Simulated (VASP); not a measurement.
Given:

```
Y
1.0
   -2.02224     2.02224     2.02224
    2.02224    -2.02224     2.02224
    2.02224     2.02224    -2.02224
Y
1
Cartesian
  0.00000   0.00000   0.00000
```

All values below come from PBEsol GGA, VASP's PBE PAW potentials (set 64) (plane waves; VASP 6.6.1). Numerical set-up: 400 eV cut-off, 11×11×11 Γ-centred mesh, first-order Methfessel-Paxton smearing of 0.10 eV, potentials Y_sv.

Energy and stress use the plane-wave basis of the starting cell.

**Question.** The ions, cell shape and volume are relaxed. Which structure does the run end with?

**Answer.** 
```
Y
1.0
   -1.98285     1.98285     1.98285
    1.98285    -1.98285     1.98285
    1.98285     1.98285    -1.98285
Y
1
Direct
  0.00000   0.00000   0.00000
```
Space group Im-3m (229), at a tolerance of 0.03 Å.

**Question.** How do energy and volume change from the first to the last step?

**Answer.** The energy (σ→0) changes by -12.9 meV/atom and the volume by -5.7 %, in 3 ionic steps.

```csv
step,E(σ→0) (eV),max force (eV/Å),pressure (GPa),volume (Å³)
1,-6.6757,0.000,-2.07,33.08
2,-6.6886,0.000,0.13,31.08
3,-6.6886,0.000,0.00,31.18
```

The structure was generated: Y was put into the bcc type (Im-3m), which need not be its known phase. This run relaxes it. Symmetry was kept, so distortions that lower it aren't found.
